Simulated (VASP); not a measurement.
Given:

```
CELL_PARAMETERS angstrom
      1.22846    -2.12775     0.00000
      1.22846     2.12775     0.00000
      0.00000     0.00000     6.64849
ATOMIC_POSITIONS crystal
  C  0.00000 0.00000 0.25000
  C  0.00000 0.00000 0.75000
  C  0.33333 0.66667 0.25000
  C  0.66667 0.33333 0.75000
```

The numbers are results of r2SCAN+rVV10, VASP's PBE PAW potentials (set 64) (plane waves; VASP), not measurements. Settings: 520 eV cut-off, 11×11×4 Γ-centred mesh, tetrahedra with Blöchl corrections, potentials C.

Problem. Estimate the energy per atom (σ→0), band gap (over mesh and band path) with the smallest direct gap where there is one.

Solution. 
The band gap (over mesh and band path) is none (metal, semimetal or under 0.01 eV) and the energy per atom (σ→0) is -9.859 eV/atom.

The compound is C in the graphite structure. It was relaxed first.
